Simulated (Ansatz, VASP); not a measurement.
# One calculation of CaScSi3, two programs

```xyz
5
Lattice="4.9848 0.0000 0.0000 0.0000 4.9848 0.0000 0.0000 0.0000 4.9848" Properties=species:S:1:pos:R:3 pbc="T T T"
Ca    0.0000    0.0000    0.0000
Sc    2.4924    2.4924    2.4924
Si    0.0000    2.4924    2.4924
Si    2.4924    0.0000    2.4924
Si    2.4924    2.4924    0.0000
```

Change from the starting cell: species swapped into the Ca3PbO type (Pm-3m, No. 221).

Alike in both runs: functional PBE; k mesh 8 × 8 × 8; occupations gaussian, width 0.1 eV; no spin polarisation.

Ansatz relaxed the structure, and its values are those at the end. VASP's run is a single point on that final structure, the one shown.

|  | VASP | Ansatz |
| --- | --- | --- |
| version | VASP 6.6.1 | Ansatz 0.2.0 |
| potentials or method | VASP PAW PBE potentials, release 64 (Ca_sv, Sc_sv, Si) | scalar-relativistic, plane waves, PAW |
| plane-wave cutoff (eV) | 520 | 420 |
| valence electrons in the cell | 33 | 33 |

|  | VASP | Ansatz | Ansatz less VASP |
| --- | --- | --- | --- |
| gap on the k mesh at the Fermi level (eV) | none | none | - |
| pressure (GPa) | 0.0 | 0.0 | -0.04 |

A gap of «none» marks a metal or a gap that the smearing closes. The functional is the same, so the differences come from potentials, cutoffs and numerics.
